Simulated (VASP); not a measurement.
Crystal: Nb2SiO2.

```
Nb Si O
1.0
    -1.65000    1.65000    5.75000
     1.65000   -1.65000    5.75000
     1.65000    1.65000   -5.75000
Nb Si O
2 1 2
Direct
  0.35000 0.35000 0.00000
  0.65000 0.65000 0.00000
  0.00000 0.00000 0.00000
  0.75000 0.25000 0.50000
  0.25000 0.75000 0.50000
```

The cell was built by a generator and needn't be a form met in nature.

* Program: VASP 6.6.1
* Task: relaxation of cell and atoms
* Functional: PBE
* Potentials or basis: VASP PAW PBE potentials, release 64 (Nb_sv, Si, O)
* Cutoff: 520 eV
* k mesh: 6 × 6 × 6
* Occupations: gaussian, width 0.15 eV
* Spin: no spin polarisation

At the start: pressure 20.1 GPa; volume 12.52 Å³/atom.

**Question.** How do energy, volume and symmetry change on relaxing?

**Answer.** Over 7 steps the energy falls by 291.0 meV/atom and the volume is 12.76 Å³/atom (+1.9 %); space group I4/mmm (No. 139, to 0.05 Å).

The path:
| step | energy change (eV) | largest force (eV/Å) | pressure (GPa) | volume (Å³) |
| --- | --- | --- | --- | --- |
| 1 | 0.0000 | 5.2673 | 20.13 | 62.62 |
| 2 | 0.3606 | 2.7095 | -29.30 | 77.84 |
| 3 | -0.9829 | 1.0730 | -10.76 | 68.91 |
| 4 | -1.4391 | 0.7847 | -1.30 | 64.01 |
| 5 | -1.4432 | 0.5222 | -2.20 | 64.38 |
| 6 | -1.4410 | 0.6532 | 2.99 | 63.17 |
| 7 | -1.4552 | 0.0202 | 0.24 | 63.79 |

Final structure:
```
Nb Si O
1.0
    -1.71871    1.71871    5.39849
     1.71871   -1.71871    5.39849
     1.71871    1.71871   -5.39849
Nb Si O
2 1 2
Direct
  0.36638 0.36638 0.00000
  0.63362 0.63362 0.00000
  0.00000 0.00000 0.00000
  0.75000 0.25000 0.50000
  0.25000 0.75000 0.50000
```

Caveat: the k mesh is coarse (spacing up to 0.45 Å⁻¹), so the values aren't converged.
